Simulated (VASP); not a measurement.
Input:

```
Li2O
1.0
    0.00000     2.26463     2.26463
    2.26463     0.00000     2.26463
    2.26463     2.26463     0.00000
Li O
2 1
Direct
  0.25000   0.25000   0.25000
  0.75000   0.75000   0.75000
  0.00000   0.00000   0.00000
```

Method: PBE GGA, VASP's PBE PAW potentials (set 64) (plane waves; VASP). Settings: 520 eV cut-off, 10×10×10 Γ-centred mesh, Gaussian smearing of 0.050 eV, potentials Li_sv O.

Q: Give the stress tensor in GPa (positive for a compressed cell).

A: 
```
5.84  0.00  0.00
0.00  5.84  0.00
0.00  0.00  5.84
```
The pressure is its mean diagonal, 5.84 GPa.

The compound is Li2O in the antifluorite structure. This cell is one point of a volume scan, at 0.94 of the reference volume.
